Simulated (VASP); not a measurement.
Given:

```
CELL_PARAMETERS angstrom
      4.23639     0.00000     0.00000
      0.00000     4.23639     0.00000
      0.00000     0.00000     4.23639
ATOMIC_POSITIONS crystal
  Ba 0.00000 0.00000 0.00000
  Hf 0.50000 0.50000 0.50000
  O  0.50000 0.00000 0.50000
  O  0.00000 0.50000 0.50000
  O  0.50000 0.50000 0.00000
```

All values below come from PBEsol GGA, VASP's PBE PAW potentials (set 64) (plane waves; VASP). Settings: 520 eV cut-off, 6×6×6 Γ-centred mesh, Gaussian smearing of 0.050 eV, potentials Ba_sv Hf_pv O.

Unless said otherwise, spin-orbit coupling is left out, though it shifts the bands of the heavy elements here.

Question: Estimate the energy per atom (σ→0), pressure, band gap (on the k-mesh) with the smallest direct gap where there is one.

Answer: 
- band gap (on the k-mesh): 3.39 eV
- smallest direct gap (on the k-mesh): 3.65 eV
- energy per atom (σ→0): -9.079 eV/atom
- pressure: -8.89 GPa

Total energies compare only between runs with the same potentials, cut-off and functional.

The compound is BaHfO3 in the cubic perovskite structure. This cell is one point of a volume scan, at 1.06 of the reference volume.
